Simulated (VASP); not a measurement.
Set up this calculation in VASP 6.6.1, as the native input.

```yaml
Task: relaxation of cell and atoms
Functional: LDA
Potentials_or_basis: VASP PAW LDA potentials, release 64 (In_d, P)
Cutoff: 600 eV
k_mesh: 10 × 10 × 10
Occupations: gaussian, width 0.02 eV
Spin: no spin polarisation
Dipole_correction: no
Further_INCAR_settings: ALGO = Normal; EDIFF = 1e-06; IBRION = 2; EDIFFG = -0.005; NSW = 100; ISIF = 3
```

The structure of InP lies in POSCAR:

```
InP
1.0
    0.0000000000      2.9305000000      2.9305000000
    2.9305000000      0.0000000000      2.9305000000
    2.9305000000      2.9305000000      0.0000000000
In P
1 1
Direct
    0.0000000000      0.0000000000      0.0000000000
    0.2500000000      0.2500000000      0.2500000000
```

One way to write it, as run:

INCAR

```
SYSTEM = InP
PREC     = Accurate       ! precision mode
ENCUT    = 600            ! plane-wave cutoff, eV
EDIFF    = 1E-6           ! SCF threshold, eV
ISMEAR   = 0              ! smearing method
SIGMA    = 0.02           ! smearing width, eV
LREAL    = .FALSE.        ! projectors in reciprocal space
LASPH    = .TRUE.         ! aspherical terms in the spheres
NELM     = 100            ! most SCF steps
ALGO     = Normal         ! electronic algorithm
ISIF     = 3              ! what is computed and relaxed
LWAVE    = .FALSE.        ! write WAVECAR
LCHARG   = .FALSE.        ! write CHGCAR
GGA      = CA             ! functional
IBRION   = 2              ! ionic algorithm
NSW      = 100            ! ionic steps
EDIFFG   = -0.005         ! ionic threshold
```

KPOINTS

```
regular mesh
0
G
  10 10 10
  0 0 0
```

Potentials or basis: VASP PAW LDA potentials, release 64 (In_d, P).

The run is started by

```console
$ cat potpaw_LDA.64/In_d/POTCAR potpaw_LDA.64/P/POTCAR > POTCAR
$ mpirun -np 1 vasp_std > vasp.out
```

Results of the run:

- Relaxed volume: 24.75 Å³/atom
- Relaxed cell: a = 4.122 Å, b = 4.122 Å, c = 4.122 Å, α = 60.00°, β = 60.00°, γ = 60.00°
- Space group after relaxing (to 0.05 Å): F-43m (No. 216)
- Energy gained by relaxing: 1.5 meV/atom
- Ionic steps: 3
- Pressure after relaxing: 0.0 GPa
- Band gap on the k mesh: 0.60 eV, direct

Caveat: spin-orbit coupling is left out, which moves the levels of the heavy elements.

Wall time 33 s on 1 thread of Intel(R) Xeon(R) 6975P-C (Granite Rapids), on a shared host, peak memory 0.2 GiB.
